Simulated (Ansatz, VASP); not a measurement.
# Zn (Zinc) in two plane-wave programs, part 2 of 2

One calculation is typed for both programs; each brings its own data sets. How far apart do they land? The cell is taken from a series of runs on this material, whose earlier steps may have relaxed, scaled, displaced or heated it; both programs get it as it stands.

VASP 6.6.1 and Ansatz 0.2.0.

So far: The starting structure; VASP: relaxation of cell and atoms, PBE; Ansatz: relaxation of cell and atoms, PBE; Side by side.

## (5) VASP: zone-centre phonons, PBE

Level of this step: PBE; plane waves and PAW (Zn) (VASP).

Second derivatives magnify differences that forces hide, and they need a tight electronic threshold.

Contents of INCAR:

```
SYSTEM = Zn
PREC = Accurate
ENCUT = 500
EDIFF = 1E-08
NELM = 120
ISMEAR = 1
SIGMA = 0.2
LREAL = .FALSE.
ALGO = Normal
GGA = PE
NBANDS = 18
LORBIT = 11
LWAVE = .FALSE.
LCHARG = .FALSE.
ISIF = 2
IBRION = 8
LASPH = .TRUE.
GGA_COMPAT = .FALSE.
KPAR = 2
```

Contents of POSCAR:

```
Zn
1.0
    2.6403330803      0.0000000000      0.0000000000
   -1.3201665402      2.2865955220      0.0000000000
    0.0000000000      0.0000000000      5.0633159008
Zn
2
Direct
    0.3333333333      0.6666666667      0.2500000000
    0.6666666667      0.3333333333      0.7500000000
```

Contents of KPOINTS:

```
Automatic mesh
0
Gamma
24 24 10
0 0 0
```

Potentials, in the order of the species: Zn (PBE family, release 64).

Started as:

```
> mpirun -np 2 vasp_std
```

Numbers of over 12 decimals in the logs are rounded to 6 here.

The log of the run:

```text
[... set-up lines as in an earlier step ...]
 entering main loop
       N       E                     dE             d eps       ncg     rms          rms(c)
DAV:   1     0.106166147545E+03    0.10617E+03   -0.12201E+04 13544   0.205E+03
DAV:   2     0.169454047279E+01   -0.10447E+03   -0.10179E+03 13230   0.293E+02
DAV:   3    -0.240706419923E+01   -0.41016E+01   -0.40864E+01 14934   0.665E+01
DAV:   4    -0.242850233626E+01   -0.21438E-01   -0.21432E-01 14468   0.489E+00
[...]
DAV:  11    -0.221865996921E+01    0.14332E-06   -0.12697E-07 14920   0.338E-03    0.188E-03
DAV:  12    -0.221865962430E+01    0.34491E-06   -0.35452E-08 16318   0.368E-03    0.127E-04
DAV:  13    -0.221865962321E+01    0.10855E-08   -0.23991E-09  7448   0.447E-04
   1 F= -.22186596E+01 E0= -.22189426E+01  d E =0.848859E-03
 Linear response reoptimize wavefunctions to high precision
DAV:   1    -0.221865962767E+01   -0.44593E-08   -0.25208E-10  7570   0.192E-04
DAV:   2    -0.221865962766E+01    0.86402E-11   -0.14318E-11  7002   0.382E-05
 Linear response DOF=           2
 Linear response progress:
[...]
RMM:   9    -0.199459897656E+00    0.91632E-07    0.73601E-10115454   0.345E-05    0.143E-06
RMM:  10    -0.199459921971E+00   -0.24315E-07   -0.91404E-11 93063   0.174E-05    0.211E-07
RMM:  11    -0.199459924427E+00   -0.24560E-08   -0.10745E-10 64831   0.136E-05    0.123E-07
 first order change of Fermi-energy  -0.82970E-05
 force on displaced ion       1 direction 1 :  -0.486  -0.000   0.000
 Linear response progress:
  Degree of freedom:   2/  2
       N       E                     dE             d eps       ncg     rms          rms(c)
RMM:   1    -0.223745526488E+00   -0.22375E+00   -0.12209E-02 28089   0.196E+00
RMM:   2    -0.221616485022E+00    0.21290E-02   -0.10614E-03 28445   0.424E-01    0.402E-02
RMM:   3    -0.221528175392E+00    0.88310E-04   -0.12119E-05 35545   0.659E-02    0.236E-02
RMM:   4    -0.221375085146E+00    0.15309E-03   -0.11898E-05 35791   0.285E-02    0.328E-03
[...]
RMM:   8    -0.221354644137E+00    0.57591E-06    0.23189E-07 35973   0.163E-04    0.307E-05
RMM:   9    -0.221354165483E+00    0.47865E-06   -0.20586E-09 36308   0.734E-05    0.328E-06
RMM:  10    -0.221354172883E+00   -0.74001E-08    0.13523E-08 36424   0.260E-05    0.132E-06
 first order change of Fermi-energy   0.29546E-04
 force on displaced ion       1 direction 3 :  -0.000   0.000  -2.037
 Linear response finished
```

From OUTCAR (step 5):

```text
  Total        0.0768758      0.0768758      0.0259365     -0.0000000     -0.0000000      0.0000000
  in kB        4.0291855      4.0291855      1.3593754     -0.0000000     -0.0000000      0.0000000
  external PRESSURE =       3.1392488 kB  Pullay stress =       0.0000000 kB

 POSITION                                       TOTAL-FORCE (eV/Angst)
 -----------------------------------------------------------------------------------
     -0.00000      1.52440      1.26583         0.000000      0.000000      0.000000
      1.32017      0.76220      3.79749        -0.000000     -0.000000      0.000000
 -----------------------------------------------------------------------------------
    total drift:                                0.000000     -0.000000      0.000000

[... 1 part as in an earlier step ...]

[... 1 further part left out ...]
```

## (6) Ansatz: zone-centre phonons, PBE

The same cell, functional, mesh and smearing now go to Ansatz, which takes its cutoff from its data sets.

The cell is taken from a series of runs on this material, whose earlier steps may have relaxed, scaled, displaced or heated it; both programs get it as it stands.

Contents of input.yaml:

```yaml
crystal:
  lattice:
    - [2.6403330803, 0.0, 0.0]
    - [-1.3201665402, 2.286595522, 0.0]
    - [0.0, 0.0, 5.0633159008]
  atoms:
    - { symbol: Zn, position: [0.3333333333, 0.6666666667, 0.25] }
    - { symbol: Zn, position: [0.6666666667, 0.3333333333, 0.75] }
kpoints:
  mp_grid: { grid: [24, 24, 10] }
hamiltonian:
  xc: pbe
scf:
  occupations: { method: methfessel_paxton, width: 0.2 }
output:
  eigenvalues: true
phonons:
  method: dfpt
```

Started as:

```
> ansatz run input.yaml --threads 4 --pin off --max-ram 14336MiB --backend cpu --events-out ev --progress --plain --runs-dir out
```

The log of the run:

```text
zone centre: on kpoints.mp_grid the ground state, and the responses unless they are solved on pairs of k-points, stand on 942 of the mesh's 5760 k-points, reduced under 4 symmetry operations, with k and −k counted as one. Each operation leaves every solved displacement unchanged or reverses it
[...]
Crystal: 2 atoms, lattice volume = 30.569 Å³
[...]
k mesh reduced under 4 symmetry operations, with k and −k counted as one. Each operation leaves every solved displacement unchanged or reverses it
  ASR residual: 8.195e-6 → 0.000e0 eV/Å²; symmetrization residual: 1.764e-10 eV/Å²
  ASR residual per site (eV/Å²): 8.20e-6 8.20e-6
  Γ frequencies (cm⁻¹): 0.00 0.00 0.00 63.53 63.53 128.94
  non-analytic LO–TO correction: not included (Born effective charges unavailable; polar crystals: no LO–TO splitting at Γ)
[key lines of the parts left out:]
SCF converged after 10 iterations
Free energy (F): -6638.064629 eV
Fermi energy:    10.881237 eV
```

## (7) Comparison

The two programs side by side:

```tsv
quantity	Ansatz	VASP	difference
optical mode 1 to 2 (cm⁻¹)	63.5	63.6	-0.05 %
optical mode 3 (cm⁻¹)	128.9	130.2	-0.95 %
```

Modes are paired by rising frequency, not by their patterns, so a pair may set unlike modes beside each other; they are those without the splitting of longitudinal modes.

## (8) Summary of results

| Item | Value |
| --- | --- |
| difference in volume (relaxation of cell and atoms, PBE) | -0.34 % |
| r.m.s. difference of the optical zone-centre modes, each program's sorted by frequency (zone-centre phonons, PBE) | 0.71 cm⁻¹ |
| difference in optical mode 3 (zone-centre phonons, PBE) | -0.9 % |

What this shows: The difference in volume is -0.34 % (relaxation of cell and atoms, PBE), within the 1.2 % picked in this series as the mark of a large difference, as far as the stopping tolerances let one tell. Among the rows given in per cent, the largest difference of the zone-centre phonons, PBE pair is in optical mode 3, -0.9 %. How closely two codes agree says nothing of how well the functional describes the real material.

[Lines on the potential files, build, host, timing and source positions are cut from VASP's logs without a mark.]

[Logs are printed without paths, hosts, clocks, repeated set-up lines and the standing remarks that a program may print on its own settings, such as how far it seeks lower states.]

[Hosts, paths, dates, database ids (printed as entryN), source tags and the programs' standing remarks are cut or masked in the printed files.]
